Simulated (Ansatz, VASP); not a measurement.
# Cross-check of InAs between VASP and Ansatz, part 2 of 2

One calculation is typed for both programs; each brings its own data sets. How far apart do they land? The cell is taken from a series of runs on this material, whose earlier steps may have relaxed, scaled, displaced or heated it; both programs get it as it stands.

VASP 6.6.1 and Ansatz 0.2.0.

So far: Set-up; VASP: relaxation of cell and atoms, PBEsol; Ansatz: relaxation of cell and atoms, PBEsol; Side by side.

### Step 5. VASP: zone-centre phonons, PBEsol

Level of this step: PBEsol; plane waves and PAW (In_d, As) (VASP).

Second derivatives magnify differences that forces hide, and they need a tight electronic threshold.

INCAR

```
SYSTEM = InAs
PREC = Accurate
ENCUT = 500
EDIFF = 1E-08
NELM = 120
ISMEAR = 1
SIGMA = 0.2
LREAL = .FALSE.
ALGO = Normal
GGA = PS
NBANDS = 15
LORBIT = 11
LWAVE = .FALSE.
LCHARG = .FALSE.
ISIF = 2
IBRION = 8
LASPH = .TRUE.
GGA_COMPAT = .FALSE.
KPAR = 2
```

POSCAR

```
InAs
1.0
    0.0000000000      3.0435397065      3.0435397065
    3.0435397065      0.0000000000      3.0435397065
    3.0435397065      3.0435397065      0.0000000000
In As
1 1
Direct
    0.0000000000      0.0000000000      0.0000000000
    0.2500000000      0.2500000000      0.2500000000
```

KPOINTS

```
Automatic mesh
0
Gamma
12 12 12
0 0 0
```

Potentials, in the order of the species: In_d and As (PBE family, release 64).

Run with:

```
$ mpirun -np 2 vasp_std
```

Numbers of over 12 decimals in the logs are rounded to 6 here.

The log of the run:

```text
[banner, memory and clock lines left out]
running    2 mpi-ranks, on    1 nodes
[...]
[... a notice as in an earlier step ...]

 LDA part: xc-table for (Slater+PW92), standard interpolation
 POSCAR, INCAR and KPOINTS ok, starting setup
[...]
entering main loop
       N       E                     dE             d eps       ncg     rms          rms(c)
DAV:   1     0.110759844251E+03    0.11076E+03   -0.80957E+03  2160   0.124E+03
DAV:   2    -0.110545112888E+01   -0.11187E+03   -0.10788E+03  2342   0.298E+02
DAV:   3    -0.858610636218E+01   -0.74807E+01   -0.74390E+01  2748   0.786E+01
DAV:   4    -0.877245496116E+01   -0.18635E+00   -0.18630E+00  2702   0.138E+01
[...]
DAV:  15    -0.849036603681E+01   -0.47892E-07   -0.24273E-09  2046   0.709E-04    0.513E-04
DAV:  16    -0.849036605153E+01   -0.14715E-07   -0.16612E-09  1514   0.338E-04    0.100E-04
DAV:  17    -0.849036605379E+01   -0.22574E-08   -0.96990E-10  1353   0.228E-04
   1 F= -.84903661E+01 E0= -.84905128E+01  d E =0.440204E-03
[...]
RMM:  11    -0.235578315823E+00   -0.12196E-06    0.65207E-07 17365   0.154E-04    0.208E-05
RMM:  12    -0.235578385324E+00   -0.69501E-07    0.29696E-07 18058   0.838E-05    0.200E-05
RMM:  13    -0.235578403024E+00   -0.17700E-07    0.18767E-07 16023   0.541E-05    0.204E-05
 first order change of Fermi-energy  -0.46038E-04
 force on displaced ion       1 direction 1 :  -7.219   0.000   0.000
 Linear response progress:
  Degree of freedom:   2/  2
       N       E                     dE             d eps       ncg     rms          rms(c)
RMM:   1    -0.466184538750E-01   -0.46618E-01    0.65552E-02 17168   0.152E+00
RMM:   2    -0.443549000200E-01    0.22636E-02    0.14347E-03 13248   0.556E-01    0.105E-01
RMM:   3    -0.450311487421E-01   -0.67625E-03   -0.17804E-03 15493   0.232E-01    0.461E-02
RMM:   4    -0.452353967036E-01   -0.20425E-03   -0.13444E-04 15732   0.779E-02    0.112E-02
[...]
RMM:   9    -0.452618167732E-01   -0.66224E-06    0.99571E-09 16312   0.363E-04    0.956E-05
RMM:  10    -0.452618554108E-01   -0.38638E-07    0.10535E-07 17574   0.140E-04    0.565E-05
RMM:  11    -0.452618511312E-01    0.42796E-08   -0.57915E-08 16748   0.531E-05    0.107E-05
 first order change of Fermi-energy   0.30984E-03
 force on displaced ion       2 direction 1 :  -7.244   0.000   0.000
 Linear response finished
```

Parts of OUTCAR (step 5):

```text
  Total        0.0311820      0.0311820      0.0311820      0.0000000     -0.0000000     -0.0000000
  in kB        0.8860291      0.8860291      0.8860291      0.0000000     -0.0000000     -0.0000000
  external PRESSURE =       0.8860291 kB  Pullay stress =       0.0000000 kB

 POSITION                                       TOTAL-FORCE (eV/Angst)
 -----------------------------------------------------------------------------------
      0.00000      0.00000      0.00000         0.000000      0.000000      0.000000
      1.52177      1.52177      1.52177        -0.000000     -0.000000     -0.000000
 -----------------------------------------------------------------------------------
    total drift:                                0.000000      0.000000     -0.000000

[... 1 part as in an earlier step ...]

[... 1 further part left out ...]
```

### Step 6. Ansatz: zone-centre phonons, PBEsol

The same cell, functional, mesh and smearing now go to Ansatz, which takes its cutoff from its data sets.

The cell is taken from a series of runs on this material, whose earlier steps may have relaxed, scaled, displaced or heated it; both programs get it as it stands.

input.yaml

```yaml
crystal:
  lattice:
    - [0.0, 3.0435397065, 3.0435397065]
    - [3.0435397065, 0.0, 3.0435397065]
    - [3.0435397065, 3.0435397065, 0.0]
  atoms:
    - { symbol: In, position: [0.0, 0.0, 0.0] }
    - { symbol: As, position: [0.25, 0.25, 0.25] }
kpoints:
  mp_grid: { grid: [12, 12, 12] }
hamiltonian:
  xc: pbesol
  pseudopotentials: { kind: paw, azcp: { folder: soft_1 }, xc_functional: pbe }
scf:
  occupations: { method: methfessel_paxton, width: 0.2 }
output:
  eigenvalues: true
phonons:
  method: dfpt
```

Run with:

```
$ ansatz run input.yaml --threads 4 --pin off --max-ram 10240MiB --backend cpu --events-out ev --progress --plain --runs-dir out
```

The log of the run:

```text
zone centre: on kpoints.mp_grid the ground state, and the responses unless they are solved on pairs of k-points, stand on 163 of the mesh's 1728 k-points, reduced under 8 symmetry operations, with k and −k counted as one. Each operation leaves every solved displacement unchanged or reverses it
[...]
Crystal: 2 atoms, lattice volume = 56.385 Å³
[...]
k mesh reduced under 8 symmetry operations, with k and −k counted as one. Each operation leaves every solved displacement unchanged or reverses it
  ASR residual: 5.198e-5 → 0.000e0 eV/Å²; symmetrization residual: 1.404e-5 eV/Å²
  ASR residual per site (eV/Å²): 5.20e-5 4.18e-5
  Γ frequencies (cm⁻¹): 0.00 0.00 0.00 207.97 207.97 207.97
  non-analytic LO–TO correction: not included (Born effective charges unavailable; polar crystals: no LO–TO splitting at Γ)
[key lines of the parts left out:]
SCF converged after 10 iterations
Free energy (F): -10338.896389 eV
Fermi energy:    7.321092 eV
```

### Step 7. Side by side

What differs besides the data sets and the points named for the pairs above, as far as they apply: the data sets hold 28 valence electrons in Ansatz (on its PAW soft_1 files) and 18 in VASP. Total energies have different zeros and are not compared.

Compared:

| quantity | Ansatz | VASP | difference |
| --- | --- | --- | --- |
| optical mode 1 to 3 (cm⁻¹) | 208.0 | 208.3 | -0.16 % |

Modes are paired by rising frequency, not by their patterns, so a pair may set unlike modes beside each other; they are those without the splitting of longitudinal modes.

### Step 8. What came out

- difference in volume (relaxation of cell and atoms, PBEsol): -0.20 %
- r.m.s. difference of the optical zone-centre modes, each program's sorted by frequency (zone-centre phonons, PBEsol): 0.33 cm⁻¹

**Reading.** The difference in volume is -0.20 % (relaxation of cell and atoms, PBEsol), within the 1.2 % picked in this series as the mark of a large difference, as far as the stopping tolerances let one tell. The data sets hold unlike numbers of valence electrons (28 in Ansatz and 18 in VASP), so part of the differences comes from the potentials. How closely two codes agree says nothing of how well the functional describes the real material.

[Lines on the potential files, build, host, timing and source positions are cut from VASP's logs without a mark.]

[Logs are printed without paths, hosts, clocks, repeated set-up lines and the standing remarks that a program may print on its own settings, such as how far it seeks lower states.]

[Hosts, paths, dates, database ids (printed as entryN), source tags and the programs' standing remarks are cut or masked in the printed files.]
